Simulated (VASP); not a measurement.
An input for Quantum ESPRESSO's pw.x (written as the equivalent of a VASP run, and not itself run):

```
&CONTROL
  calculation = 'scf'
  pseudo_dir = './pseudo'
  outdir = './out'
  tprnfor = .true.
  tstress = .true.
/
&SYSTEM
  ibrav = 0
  nat = 1
  ntyp = 1
  ecutwfc = 68
  occupations = 'smearing'
  smearing = 'methfessel-paxton'
  degauss = 0.00735
  input_dft = 'vdw-df-obk8'
/
&ELECTRONS
  conv_thr = 7.3e-09
  electron_maxstep = 100
/
ATOMIC_SPECIES
  Ca 40.078 Ca.upf
CELL_PARAMETERS angstrom
     0.0000000    2.7792628    2.7792628
     2.7792628    0.0000000    2.7792628
     2.7792628    2.7792628    0.0000000
ATOMIC_POSITIONS crystal
  Ca   0.0000000  0.0000000  0.0000000
K_POINTS automatic
  12 12 12 0 0 0
```

Q: Translate this input to VASP (INCAR, KPOINTS, POSCAR, choice of POTCAR).

A: One answer among several that fit: 
**INCAR**
```
SYSTEM = Ca
PREC = Accurate; ENCUT = 520; LREAL = .FALSE.
LASPH = .TRUE.
EDIFF = 1E-7; NELM = 100; ALGO = Normal
ISMEAR = 1; SIGMA = 0.1
GGA = BO; LUSE_VDW = .TRUE.; AGGAC = 0.0
PARAM1 = 0.1833333333; PARAM2 = 0.22
ISIF = 2
LWAVE = .FALSE.; LCHARG = .FALSE.
```

**KPOINTS**
```
Automatic mesh
0
Gamma
12 12 12
0 0 0
```

File POSCAR:
```
Ca
3.9304710
  0.0000000000   0.7071068170   0.7071068170
  0.7071068170   0.0000000000   0.7071068170
  0.7071068170   0.7071068170   0.0000000000
Ca
1
Cart
  0.0000000000   0.0000000000   0.0000000000
```

POTCAR, in this order: Ca_sv (PBE.64 set). Program: vasp_std.

What does not carry over: the potentials are each code's own (VASP's PAW set, PseudoDojo norm-conserving files in pw.x), so ENCUT and ecutwfc are chosen apart and not converted; conv_thr bounds pw.x's estimated SCF error, while EDIFF bounds the energy change between steps.

The compound is Ca in the fcc structure. This cell is one point of a volume scan, at 1.06 of the reference volume.
